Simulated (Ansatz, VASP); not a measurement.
# WSeS: VASP beside Ansatz, part 2 of 2

One calculation is typed for both programs; each brings its own data sets. How far apart do they land? The cell is taken from a series of runs on this material, whose earlier steps may have relaxed, scaled, displaced or heated it; both programs get it as it stands.

VASP 6.6.1 and Ansatz 0.2.0.

So far: Starting point; VASP: zone-centre phonons, PBEsol, pair 1.

## (3) Ansatz: zone-centre phonons, PBEsol, pair 1

Level of this step: Ansatz beside VASP: Kohn-Sham DFT, plane waves, PBEsol (Ansatz).

Ansatz runs on its PAW soft_1 files.

The same cell, functional and mesh now go to Ansatz, which takes its cutoff from its data sets.

Input file input.yaml:

```yaml
crystal:
  lattice:
    - [3.2390661806, 0.0, 0.0]
    - [-1.6195330903, 2.777340195, 0.0]
    - [0.0, 0.0, 30.4]
  atoms:
    - { symbol: W, position: [0.3328974759, 0.6657949517, 0.3297440651] }
    - { symbol: S, position: [0.6669157359, 0.3338314719, 0.3799888948] }
    - { symbol: Se, position: [0.6668534548, 0.3337069097, 0.2738196716] }
  periodic: [true, true, false]
kpoints:
  mp_grid: { grid: [12, 12, 1] }
hamiltonian:
  xc: pbesol
  pseudopotentials: { kind: paw, azcp: { folder: soft_1 }, xc_functional: pbe }
scf:
  occupations: { method: fixed }
output:
  eigenvalues: true
phonons:
  method: dfpt
```

Started as:

```bash
ansatz run input.yaml --threads 4 --pin off --max-ram 16384MiB --backend cpu --events-out ev --progress --plain --runs-dir out
```

Numbers of over 12 decimals in the logs are rounded to 6 here.

The log of the run:

```text
zone centre: on kpoints.mp_grid the ground state, and the responses unless they are solved on pairs of k-points, stand on 43 of the mesh's 144 k-points, reduced under 2 symmetry operations, with k and −k counted as one. Each operation leaves every solved displacement unchanged or reverses it
Engine: ansatz 0.2.0, aarch64-unknown-linux-gnu
Pseudopotentials: kind: paw
Pseudopotential: W, paw, valence charge 14, recommended cutoff 420 eV (normal), soft_1/W.paw.azcp
Pseudopotential: S, paw, valence charge 6, recommended cutoff 420 eV (normal), soft_1/S.paw.azcp
Pseudopotential: Se, paw, valence charge 16, recommended cutoff 420 eV (normal), soft_1/Se.paw.azcp
Functional definition: PBEsol
  exchange = pbesol_x
  correlation = pbesol_c
Crystal: 3 atoms, lattice volume = 273.478 Å³
Basis set: ecut = 420 eV, 5425 PW (Γ), exchange–correlation on 48×48×432 points (8 copies of the dense FFT grid, shifted against one another)
Bands: 22, of which v1, the nominal top of the filled ones, is band 18 counted from 1 (17 counted from 0)
Symmetry: 2 space group operations
k-points: 43 of 144 (time reversal used)
Non-local potential: W, projectors of the file, l = 0: 3, l = 1: 2, l = 2: 2, l = 3: 1
Non-local potential: S, projectors of the file, l = 0: 2, l = 1: 2, l = 2: 1
Non-local potential: Se, projectors of the file, l = 0: 2, l = 1: 2, l = 2: 3, l = 3: 1
PAW form: soft (Blöchl's): semilocal exchange-correlation on the pseudo side does not see the compensation charge
PAW frozen core: W, regenerated for the run's functional, and the local potential with it (the file was generated under x = pbe(κ = 0.804, μ = 0.219515), c = pbe(β = 0.066725))
PAW frozen core: S, regenerated for the run's functional, and the local potential with it (the file was generated under x = pbe(κ = 0.804, μ = 0.219515), c = pbe(β = 0.066725))
PAW frozen core: Se, regenerated for the run's functional, and the local potential with it (the file was generated under x = pbe(κ = 0.804, μ = 0.219515), c = pbe(β = 0.066725))
PAW one-centre angular grid: W, 590 points (default); XC on 64 Gauss nodes
PAW one-centre angular grid: S, 110 points (default); XC on 64 Gauss nodes
PAW one-centre angular grid: Se, 590 points (default); XC on 64 Gauss nodes
Initial density: superposition of atomic densities (neutral atoms: chi_scale 0, normalization atom)
Initial wavefunctions: pseudopotential atomic-orbital guess
Functional: x = pbesol(κ = 0.804, μ = 0.123457), c = pbesol(β = 0.046)
SCF iter   1: F=—  HF=-16569.286951 eV  |F-HF|=—  |Δ(HF+E_count)|=         —  Δρ=1.80e-2  dr2=1.46e0  ethr=3.10e-3  ⟨swp⟩=7.1  Hψ=5442  notcnv=0  defer=79
preconditioner: auto → Resta (q_TF=auto, 1.946 Å⁻¹)  ε∞=2.2  [insulator: Δε(μ)=1.684 eV  Ē_g=8.813 eV  n_scr=18 (ndim 8)  ℏωp=9.5 eV  f_vac=0.763  ε∞_Penn≈2.2  vacuum switching on, ρ_ref=5.6e-3 e/Å³]
SCF iter   2: F=—  HF=-16568.999648 eV  |F-HF|=—  |Δ(HF+E_count)|=   2.87e-1  Δρ=9.56e-3  dr2=1.07e0  ethr=3.10e-3  ⟨swp⟩=4.6  Hψ=2195  notcnv=0  defer=81
SCF iter   3: F=—  HF=-16568.992921 eV  |F-HF|=—  |Δ(HF+E_count)|=   6.73e-3  Δρ=7.02e-3  dr2=1.20e0  ethr=2.96e-3  ⟨swp⟩=4.1  Hψ=1588  notcnv=0  defer=76
SCF iter   4: F=—  HF=-16568.875831 eV  |F-HF|=—  |Δ(HF+E_count)|=   1.17e-1  Δρ=2.31e-3  dr2=1.13e-2  ethr=2.96e-3  ⟨swp⟩=3.2  Hψ=1505  notcnv=0  defer=76
SCF iter   5: F=—  HF=-16568.886437 eV  |F-HF|=—  |Δ(HF+E_count)|=   1.06e-2  Δρ=1.68e-3  dr2=1.86e-2  ethr=3.15e-5  ⟨swp⟩=5.0  Hψ=2479  notcnv=0  defer=86
SCF iter   6: F=—  HF=-16568.883479 eV  |F-HF|=—  |Δ(HF+E_count)|=   2.96e-3  Δρ=4.68e-4  dr2=2.36e-3  ethr=3.15e-5  ⟨swp⟩=4.1  Hψ=1865  notcnv=0  defer=86
SCF iter   7: F=—  HF=-16568.883298 eV  |F-HF|=—  |Δ(HF+E_count)|=   1.81e-4  Δρ=1.79e-4  dr2=4.21e-4  ethr=6.56e-6  ⟨swp⟩=4.3  Hψ=2197  notcnv=0  defer=86
SCF iter   8: F=—  HF=-16568.883246 eV  |F-HF|=—  |Δ(HF+E_count)|=   5.26e-5  Δρ=5.51e-5  dr2=8.90e-6  ethr=1.17e-6  ⟨swp⟩=3.3  Hψ=1713  notcnv=0  defer=85
SCF iter   9: F=—  HF=-16568.883243 eV  |F-HF|=—  |Δ(HF+E_count)|=   3.16e-6  Δρ=1.19e-5  dr2=2.03e-6  ethr=2.47e-8  ⟨swp⟩=3.4  Hψ=2038  notcnv=0  defer=83
SCF iter  10: F=—  HF=-16568.883239 eV  |F-HF|=—  |Δ(HF+E_count)|=   3.56e-6  Δρ=5.51e-6  dr2=9.17e-8  ethr=5.65e-9  ⟨swp⟩=3.2  Hψ=1779  notcnv=0  defer=77
SCF iter  11: F=—  HF=-16568.883239 eV  |F-HF|=—  |Δ(HF+E_count)|=   3.98e-8  Δρ=8.39e-7  dr2=3.92e-9  ethr=2.55e-10  ⟨swp⟩=3.7  Hψ=2154  notcnv=0  defer=77
SCF iter  12: F=—  HF=-16568.883239 eV  |F-HF|=—  |Δ(HF+E_count)|=   6.63e-9  Δρ=4.44e-7  dr2=4.79e-9  ethr=1.09e-11  ⟨swp⟩=3.6  Hψ=2150  notcnv=0  defer=77
SCF iter  13: F=-16568.883239 eV  HF=-16568.883239 eV  |F-HF|=4.00e-10  |Δ(HF+E_count)|=   1.03e-9  Δρ=2.28e-7  dr2=8.93e-11  ethr=1.00e-12  ⟨swp⟩=19.9  Hψ=10694  notcnv=0
SCF 1 converged in 13 iterations: F = -16568.883239 eV  dr2 = 8.93e-11
  greatest PAW one-centre occupation: 1.000 electrons in one spin orbital (limit 2), on the Se atom at site 2 (counted from 0), in its partial waves of l = 2
DFPT response loops at Γ: preconditioner auto → none (the input reference at scf.mixing.eps_inf says where Resta's filter doesn't serve); β = 0.50; Broyden in place of MSR1
SCF converged after 13 iterations
Free energy (F): -16568.883239 eV
Harris-Foulkes:  -16568.883239 eV  (|F-HF|=4.00e-10)
Internal energy: -16568.883239 eV  (E = F + TS)
E sigma→0 (E₀):  -16568.883239 eV
Fermi energy:    -5.481645 eV
--- Per-component energies (eV) ---
  E_band       = -1144.617762
  E_kinetic    = 639.632376
  E_local      = -83139.530506  (includes V_loc(G=0)·N_el)
  E_nonlocal   = -340.658805
  E_hartree    = 41231.803648
  E_xc         = -439.094084
  E_vxc        = -404.837102  (∫ρ·V_xc dr)
  E_paw        = -11129.581985  (= ΣΔE_a)
  E_vpaw       = -362.831159  (= ΣTr[D̂ρ^β])
  E_aug_tail   = -0.000217  (compensation charges beyond the density's cutoff)
  E_ewald      = 36607.254073
  E_core_change = 1.292259  (= ΣΔE_core)
  E_smearing   = -0.000000  (= −TS)
  E_closure    = -0.000000  (closes the sum)
  Σ components = -16568.883239   (vs F -16568.883239, Δ=0.00e0)
--- Band table (eV; the first three rows and the last of 43) ---
  k-point 0: bands = [... 14 lower, -7.7143, -6.7870, -6.7065, -5.5572, -2.5029, -2.4449, -2.2522, -2.1503]
  k-point 1: bands = [... 14 lower, -7.8823, -6.9485, -6.7109, -5.5943, -2.6370, -2.5432, -2.4394, -2.2409]
  k-point 2: bands = [... 14 lower, -8.0084, -7.2331, -6.8500, -5.8174, -3.1959, -2.7029, -2.6454, -1.8012]
  k-point 42: bands = [... 14 lower, -8.9574, -8.7674, -7.3701, -5.9784, -3.2237, -2.4490, -2.1383, -0.5429]
--- Phonons (Γ-DFPT): 9 representative perturbations + reference, on 43 of 144 k-points (Σ response iterations 41) ---
  k mesh reduced under 2 symmetry operations, with k and −k counted as one. Each operation leaves every solved displacement unchanged or reverses it
  ASR residual: 8.897e-5 → 0.000e0 eV/Å²; symmetrization residual: 1.105e-5 eV/Å²
  ASR residual per site (eV/Å²): 5.36e-5 6.24e-5 8.90e-5
  Γ frequencies (cm⁻¹): 0.00 0.00 0.00 201.50 202.52 280.12 328.26 330.36 416.92
  non-analytic LO–TO correction: not included (Born effective charges unavailable; polar crystals: no LO–TO splitting at Γ)
```

The column dr2 measures how far the density is from self-consistency, as an energy; F and HF (Harris–Foulkes) agree once it is small.

## (4) Comparison

Known differences besides the potentials themselves: fixed occupations in Ansatz, narrow Gaussian smearing in VASP; Ansatz cuts the interaction across the vacuum, VASP repeats the sheet without a dipole correction; the data sets hold 36 valence electrons in Ansatz (on its PAW soft_1 files) and 18 in VASP; the cutoff is 420 eV in Ansatz and 600 eV in VASP; Ansatz makes its cores anew for this functional, VASP keeps those of its PBE data sets. Total energies have different zeros and are not compared.

The two programs side by side:

```csv
quantity,Ansatz,VASP,difference
optical mode 1 (cm⁻¹),201.5,202.3,-0.39 %
optical mode 2 (cm⁻¹),202.5,203.3,-0.41 %
optical mode 3 (cm⁻¹),280.1,282.2,-0.74 %
optical mode 4 (cm⁻¹),328.3,330.0,-0.53 %
optical mode 5 (cm⁻¹),330.4,332.2,-0.54 %
optical mode 6 (cm⁻¹),416.9,419.8,-0.69 %
```

Modes are paired by rising frequency, not by their patterns, so a pair may set unlike modes beside each other; they are those without the splitting of longitudinal modes. Where the cell holds vacuum, a pressure given here is an average over it and none of the material.

## (5) Ansatz: zone-centre phonons, PBEsol, pair 2

Second derivatives magnify differences that forces hide, and they need a tight electronic threshold.

The cell is taken from a series of runs on this material, whose earlier steps may have relaxed, scaled, displaced or heated it; both programs get it as it stands.

input.yaml, the sections that differ from step 3:

```yaml
crystal:
  lattice:
    - [3.2069962185, 0.0, 0.0]
    - [-1.6034981092, 2.805113597, 0.0]
    - [0.0, 0.0, 30.4]
  atoms:
    - { symbol: W, position: [0.3337547983, 0.6675095966, 0.3297440744] }
    - { symbol: S, position: [0.6664240024, 0.3328480048, 0.3799889041] }
    - { symbol: Se, position: [0.666487866, 0.3329757319, 0.2738196529] }
  periodic: [true, true, false]
# kpoints, hamiltonian, scf, output, phonons: as in step 3
```

The log of the run:

```text
[...]
Crystal: 3 atoms, lattice volume = 273.478 Å³
Basis set: ecut = 420 eV, 5437 PW (Γ), exchange–correlation on 48×48×432 points (8 copies of the dense FFT grid, shifted against one another)
Bands: 22, of which v1, the nominal top of the filled ones, is band 18 counted from 1 (17 counted from 0)
Symmetry: 2 space group operations
k-points: 43 of 144 (time reversal used)
[...]
k-point 2: bands = [... 14 lower, -7.9075, -7.1211, -6.8933, -5.8473, -3.2582, -2.6482, -2.5918, -1.7621]
  k-point 42: bands = [... 14 lower, -8.9872, -8.7195, -7.3431, -6.0355, -3.2191, -2.3110, -2.1493, -0.5578]
[...]
ASR residual: 1.525e-4 → 0.000e0 eV/Å²; symmetrization residual: 9.150e-6 eV/Å²
  ASR residual per site (eV/Å²): 1.52e-4 5.41e-5 1.24e-4
  Γ frequencies (cm⁻¹): 0.00 0.00 0.00 201.47 202.55 280.12 328.22 330.40 416.92
[...]
[key lines of the parts left out:]
SCF converged after 14 iterations
Free energy (F): -16568.883221 eV
Fermi energy:    -5.481635 eV
```

## (6) VASP: zone-centre phonons, PBEsol, pair 2

The same cell, functional and mesh now go to VASP, with its own data sets.

Input file INCAR:

```
SYSTEM = WSeS
PREC = Accurate
ENCUT = 600
EDIFF = 1E-08
NELM = 120
ISMEAR = 0
SIGMA = 0.01
LREAL = .FALSE.
ALGO = Normal
GGA = PS
NBANDS = 15
LASPH = .TRUE.
LORBIT = 11
LWAVE = .FALSE.
LCHARG = .FALSE.
ISIF = 2
IBRION = 8
GGA_COMPAT = .FALSE.
EFERMI = MIDGAP
NELMDL = -8
KPAR = 2
```

Input file POSCAR:

```
WSeS
1.0
    3.2069962185      0.0000000000      0.0000000000
   -1.6034981092      2.8051135970      0.0000000000
    0.0000000000      0.0000000000     30.4000000000
W S Se
1 1 1
Direct
    0.3337547983      0.6675095966      0.3297440744
    0.6664240024      0.3328480048      0.3799889041
    0.6664878660      0.3329757319      0.2738196529
```

Input file KPOINTS:

```
Automatic mesh
0
Gamma
12 12 1
0 0 0
```

PAW data sets: W, S and Se (PBE family, release 64).

Started as:

```bash
mpirun -np 2 vasp_std
```

The log of the run:

```text
[banner, memory and clock lines left out]
running    2 mpi-ranks, on    1 nodes
[...]
[... a notice as in an earlier step ...]

 LDA part: xc-table for (Slater+PW92), standard interpolation
 POSCAR, INCAR and KPOINTS ok, starting setup
[...]
entering main loop
       N       E                     dE             d eps       ncg     rms          rms(c)
DAV:   1     0.144534599100E+03    0.14453E+03   -0.60564E+03  1290   0.943E+02
DAV:   2    -0.660010459770E+01   -0.15113E+03   -0.13967E+03  2222   0.163E+02
DAV:   3    -0.250967623257E+02   -0.18497E+02   -0.18314E+02  1822   0.724E+01
DAV:   4    -0.254821747661E+02   -0.38541E+00   -0.38371E+00  1698   0.132E+01
[...]
DAV:  30    -0.242730714261E+02   -0.23413E-07    0.59077E-10  1415   0.354E-05    0.147E-05
DAV:  31    -0.242730714452E+02   -0.19131E-07    0.56447E-10  1037   0.370E-05    0.136E-05
DAV:  32    -0.242730714470E+02   -0.18488E-08    0.65160E-10  1345   0.208E-05
   1 F= -.24273071E+02 E0= -.24273071E+02  d E =0.000000E+00
[...]
RMM:  10    -0.693418663292E-01    0.26946E-06    0.44296E-09  2187   0.331E-05    0.587E-06
RMM:  11    -0.693418825230E-01   -0.16194E-07   -0.26061E-09  2432   0.887E-06    0.169E-06
RMM:  12    -0.693418785010E-01    0.40220E-08    0.39923E-09  2129   0.413E-06    0.734E-07
 first order change of Fermi-energy  -0.82852E-03
 force on displaced ion       3 direction 2 :  -0.000  -9.144  -0.134
 Linear response progress:
  Degree of freedom:   9/  9
       N       E                     dE             d eps       ncg     rms          rms(c)
RMM:   1    -0.133470162305E+00   -0.13347E+00    0.71881E-02  3010   0.158E+00
RMM:   2    -0.132023244755E+00    0.14469E-02   -0.29492E-03  2087   0.362E-01    0.276E-01
RMM:   3    -0.131874824454E+00    0.14842E-03   -0.34701E-04  2202   0.109E-01    0.218E-01
RMM:   4    -0.131948251737E+00   -0.73427E-04   -0.31790E-04  2176   0.797E-02    0.453E-02
[...]
RMM:  16    -0.131936694282E+00   -0.38947E-07   -0.66057E-08  2566   0.664E-05    0.751E-06
RMM:  17    -0.131936711588E+00   -0.17306E-07   -0.28011E-08  2468   0.224E-05    0.243E-06
RMM:  18    -0.131936714268E+00   -0.26800E-08   -0.68725E-09  2272   0.109E-05    0.209E-06
 first order change of Fermi-energy  -0.11554E+01
 force on displaced ion       3 direction 3 :  -0.000  -0.138 -16.975
 Linear response finished
```

Parts of OUTCAR (step 6):

```text
  Total       -0.2644230     -0.8882253     -0.0716676     -0.0000000      0.0001135      0.0000000
  in kB       -1.5491278     -5.2036876     -0.4198664     -0.0000000      0.0006647      0.0000000
  external PRESSURE =      -2.3908939 kB  Pullay stress =       0.0000000 kB

 POSITION                                       TOTAL-FORCE (eV/Angst)
 -----------------------------------------------------------------------------------
      0.00000      1.87244     10.02422         0.000000      0.000605      0.014571
      1.60350      0.93368     11.55166        -0.000000     -0.000301     -0.027820
      1.60350      0.93403      8.32412        -0.000000     -0.000304      0.013249
 -----------------------------------------------------------------------------------
    total drift:                               -0.000000     -0.000129     -0.000102

[... 1 part as in an earlier step ...]

[... 1 further part left out ...]
```

## (7) Side by side

What differs besides the data sets and the points named for the pairs above, as far as they apply: the data sets hold 36 valence electrons in Ansatz (on its PAW soft_1 files) and 18 in VASP. Total energies have different zeros and are not compared.

Both answers:

```
             quantity  Ansatz   VASP  difference
optical mode 1 (cm⁻¹)   201.5  202.3     -0.40 %
optical mode 2 (cm⁻¹)   202.6  203.4     -0.40 %
optical mode 3 (cm⁻¹)   280.1  282.2     -0.74 %
optical mode 4 (cm⁻¹)   328.2  330.0     -0.54 %
optical mode 5 (cm⁻¹)   330.4  332.2     -0.54 %
optical mode 6 (cm⁻¹)   416.9  419.8     -0.68 %
```

Modes are paired by rising frequency, not by their patterns, so a pair may set unlike modes beside each other; they are those without the splitting of longitudinal modes. Where the cell holds vacuum, a pressure given here is an average over it and none of the material.

## (8) Summary of results

| Quantity | Value |
| --- | --- |
| r.m.s. difference of the optical zone-centre modes, each program's sorted by frequency (zone-centre phonons, PBEsol, pair 1) | 1.8 cm⁻¹ |
| difference in optical mode 3 (zone-centre phonons, PBEsol, pair 1) | -0.7 % |
| r.m.s. difference of the optical zone-centre modes, each program's sorted by frequency (zone-centre phonons, PBEsol, pair 2) | 1.8 cm⁻¹ |
| difference in optical mode 3 (zone-centre phonons, PBEsol, pair 2) | -0.7 % |

In words: The r.m.s. difference of the optical zone-centre modes, each program's sorted by frequency is 1.8 cm⁻¹ (zone-centre phonons, PBEsol, pair 1). The data sets hold unlike numbers of valence electrons (36 in Ansatz and 18 in VASP), so part of the differences may come from the potentials. Among the rows given in per cent, the largest difference of the zone-centre phonons, PBEsol, pair 1 pair is in optical mode 3, -0.7 %. Among the rows given in per cent, the largest difference of the zone-centre phonons, PBEsol, pair 2 pair is in optical mode 3, -0.7 %. How closely two codes agree says nothing of how well the functional describes the real material.

[Lines on the potential files, build, host, timing and source positions are cut from VASP's logs without a mark.]

[Logs are printed without paths, hosts, clocks, repeated set-up lines and the standing remarks that a program may print on its own settings, such as how far it seeks lower states.]

[Hosts, paths, dates, database ids (printed as entryN), source tags and the programs' standing remarks are cut or masked in the printed files.]
